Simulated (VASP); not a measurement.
Here is the system:

```
SnO
1.0
    3.76613     0.00000     0.00000
    0.00000     3.76613     0.00000
    0.00000     0.00000     4.63456
Sn O
2 2
Direct
  0.50000   0.00000   0.75182
  0.00000   0.50000   0.24818
  0.50000   0.50000   0.00000
  0.00000   0.00000   0.00000
```

Computed with LDA (Ceperley-Alder, Perdew-Zunger), VASP's LDA PAW potentials (set 64) (plane waves; VASP). Run with 520 eV cut-off, 11×11×9 Γ-centred mesh, tetrahedra with Blöchl corrections, potentials Sn_d O.

Unless said otherwise, spin-orbit coupling is left out, though it shifts the bands of the heavy elements here.

Task: Estimate the energy per atom (σ→0), band gap (on the k-mesh) with the smallest direct gap where there is one.

Result: 
```yaml
band gap (on the k-mesh): none (metal, semimetal or under 0.01 eV)
energy per atom (σ→0): -6.433 eV/atom
```

The compound is SnO in the litharge structure. It was relaxed first, which changed the volume by -6 %.
